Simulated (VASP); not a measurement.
Level of theory: PBEsol GGA, VASP's PBE PAW potentials (set 64) (plane waves; VASP).

A VASP calculation is set up with these files.

File KPOINTS:
```
Automatic mesh
0
Gamma
6 6 5
0 0 0
```

INCAR:
```
SYSTEM=SiO2
PREC=Accurate; ENCUT=400; LREAL=.FALSE.
LASPH=.TRUE.
EDIFF=1E-6; NELM=100; ALGO=Normal
ISMEAR=0; SIGMA=0.01
GGA=PS
ISIF=2
LWAVE=.FALSE.; LCHARG=.FALSE.
```

POSCAR:
```
SiO2
1
    4.8703440000     0.0000000000     0.0000000000
   -2.4351720000     4.2178420000     0.0000000000
    0.0000000000     0.0000000000     5.3805730000
Si O
3 6
Direct
  0.0000000000   0.4688000000   0.3333330000
  0.5312000000   0.5312000000   0.0000000000
  0.4688000000   0.0000000000   0.6666670000
  0.1445400000   0.7314400000   0.5478200000
  0.2685600000   0.4131000000   0.2144870000
  0.5869000000   0.8554600000   0.8811530000
  0.7314400000   0.1445400000   0.4521800000
  0.4131000000   0.2685600000   0.7855130000
  0.8554600000   0.5869000000   0.1188470000
```

POTCAR, in this order: Si O (PBE.64 set). Program: vasp_std.

What VASP printed:

**OSZICAR**
```
       N       E                     dE             d eps       ncg     rms          rms(c)
DAV:   1     0.265496030164E+03    0.26550E+03   -0.22564E+04  1574   0.125E+03
DAV:   2    -0.660165326704E+02   -0.33151E+03   -0.32392E+03  2033   0.316E+02
DAV:   3    -0.825518491104E+02   -0.16535E+02   -0.16495E+02  1831   0.807E+01
DAV:   4    -0.827515656928E+02   -0.19972E+00   -0.19943E+00  1844   0.953E+00
DAV:   5    -0.827555557930E+02   -0.39901E-02   -0.39883E-02  1821   0.131E+00    0.257E+01
DAV:   6    -0.741158414744E+02    0.86397E+01   -0.36292E+01  1791   0.333E+01    0.124E+01
DAV:   7    -0.740137760521E+02    0.10207E+00   -0.10122E+00  1957   0.524E+00    0.469E+00
DAV:   8    -0.739797855524E+02    0.33990E-01   -0.56688E-02  1826   0.189E+00    0.144E+00
DAV:   9    -0.739838969708E+02   -0.41114E-02   -0.16626E-02  1826   0.978E-01    0.331E-01
DAV:  10    -0.739855123911E+02   -0.16154E-02   -0.28784E-03  1821   0.317E-01    0.799E-02
DAV:  11    -0.739855022279E+02    0.10163E-04   -0.84460E-04  1836   0.174E-01    0.190E-02
DAV:  12    -0.739855097672E+02   -0.75394E-05   -0.40343E-05  1816   0.404E-02    0.972E-03
DAV:  13    -0.739855144877E+02   -0.47205E-05   -0.61470E-06  1663   0.145E-02    0.461E-03
DAV:  14    -0.739855148459E+02   -0.35817E-06   -0.63642E-07  1178   0.495E-03
   1 F= -.73985515E+02 E0= -.73985515E+02  d E =-.336196E-25
```

### OUTCAR
```
------------------------ aborting loop because EDIFF is reached ----------------------------------------
  FORCE on cell =-STRESS in cart. coord.  units (eV):
  Direction    XX          YY          ZZ          XY          YZ          ZX
  --------------------------------------------------------------------------------------
  Total        2.8907175      2.8907180      2.8102355     -0.0000000     -0.0000000      0.0000000
  in kB       41.9022909     41.9022983     40.7356662     -0.0000000     -0.0000000      0.0000000
  external PRESSURE =      41.5134185 kB  Pullay stress =       0.0000000 kB
  volume of cell :      110.53
      direct lattice vectors                 reciprocal lattice vectors
     4.870344000  0.000000000  0.000000000     0.205324306  0.118544033  0.000000000
    -2.435172000  4.217842000  0.000000000     0.000000000  0.237088065  0.000000000
     0.000000000  0.000000000  5.380573000     0.000000000  0.000000000  0.185853811
 POSITION                                       TOTAL-FORCE (eV/Angst)
 -----------------------------------------------------------------------------------
     -1.14161      1.97732      1.79352        -0.012306      0.021314      0.000000
      1.29356      2.24052      0.00000        -0.012306     -0.021314      0.000000
      2.28322      0.00000      3.58705         0.024612      0.000000      0.000000
     -1.07722      3.08510      2.94759        -0.467576     -0.022541      0.268487
      0.30201      1.74239      1.15406         0.253309     -0.393662      0.268487
      0.77521      3.60820      4.74111         0.214267      0.416203      0.268487
      3.21038      0.60965      2.43299         0.214267     -0.416203     -0.268487
      1.35795      1.13274      4.22651        -0.467576      0.022541     -0.268487
      2.73718      2.47545      0.63946         0.253309      0.393662     -0.268487
 -----------------------------------------------------------------------------------
    total drift:                               -0.001679     -0.001791      0.000001
  FREE ENERGIE OF THE ION-ELECTRON SYSTEM (eV)
  ---------------------------------------------------
  free  energy   TOTEN  =       -73.9855148459 eV

  energy  without entropy=      -73.9855148459  energy(sigma->0) =      -73.98551485
```
(Selected blocks of OUTCAR.)

At this cut-off the stress carries a Pulay error, which pulls relaxed volumes low.

The structure comes from a computed database's SiO2 entry; how it stands against other phases isn't given here. The cell was not relaxed at this level.
